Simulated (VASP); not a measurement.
**GeB2C2: density of states with PBE**

The system is GeB2C2.

```
Ge B C
1.0
     2.75145    0.00000    0.00000
    -1.37572    2.38282    0.00000
     0.00000    0.00000    7.25459
Ge B C
1 2 2
Cartesian
  0.0000 0.0000 0.0000
  1.3757 0.7943 2.5535
  0.0000 1.5885 4.7011
  1.3757 0.7943 4.7595
  0.0000 1.5885 2.4951
```

The cell was built by a generator and needn't be a form met in nature.

```
Program                 : VASP 6.6.1
Task                    : density of states
Functional              : PBE
Potentials or basis     : VASP PAW PBE potentials, release 64 (Ge_d, B, C)
Cutoff                  : 520 eV
k mesh                  : 12 × 12 × 4
Occupations             : gaussian, width 0.1 eV
Spin                    : no spin polarisation
k mesh for the DOS      : 18 × 18 × 6
Occupations for the DOS : tetrahedron
Further INCAR settings  : ALGO = Normal; EDIFF = 1e-06; NBANDS = 22
```

```yaml
Valence_electrons_inside_the_program's_atomic_spheres: Ge 12.18; B 2.00; C 2.48
```

Levels at points of the mesh, in eV from the Fermi level:
```csv
k point,band 11,band 12,band 13,band 14,band 15,band 16,band 17,band 18
"(0.00, 0.00, 0.00)",-0.59,-0.59,0.30,0.30,3.63,8.53,8.53,8.83
"(0.50, 0.00, 0.00)",-5.36,-3.34,-2.25,-1.02,0.79,1.93,3.08,6.03
"(0.00, 0.00, 0.50)",-0.58,-0.14,0.30,0.30,0.84,8.70,8.70,8.76
"(0.50, 0.00, 0.50)",-4.50,-3.32,-2.57,-2.28,-0.54,3.54,5.53,6.09
```

States per cell in windows of 1 eV (zero at the Fermi level; states under -8 eV left out):
```csv
from (eV),total,Ge1_p,C4_p,C5_p,B2_p,B3_p,Ge1_s
-8.0,1.05,0.03,0.09,0.09,0.04,0.04,0.13
-7.0,1.33,0.05,0.13,0.13,0.07,0.07,0.12
-6.0,1.51,0.05,0.15,0.15,0.11,0.11,0.13
-5.0,1.59,0.09,0.18,0.18,0.15,0.15,0.07
-4.0,2.02,0.11,0.26,0.26,0.21,0.21,0.07
-3.0,1.95,0.09,0.29,0.29,0.23,0.23,0.06
-2.0,1.77,0.17,0.25,0.25,0.17,0.17,0.04
-1.0,1.29,0.15,0.18,0.18,0.10,0.10,0.05
0.0,1.25,0.19,0.17,0.17,0.04,0.04,0.05
1.0,0.80,0.22,0.07,0.07,0.02,0.02,0.03
2.0,1.10,0.34,0.08,0.08,0.04,0.04,0.03
3.0,1.35,0.39,0.12,0.12,0.06,0.06,0.03
4.0,1.09,0.25,0.04,0.04,0.12,0.12,0.02
5.0,1.04,0.27,0.02,0.02,0.13,0.13,0.01
6.0,1.10,0.21,0.05,0.05,0.12,0.12,0.01
7.0,1.52,0.16,0.08,0.08,0.15,0.15,0.01
```

Wall time 90 s on 4 MPI ranks on AMD EPYC 7R43 64-Core Processor (Zen 3), on a shared host, peak memory 0.27 GiB a rank.
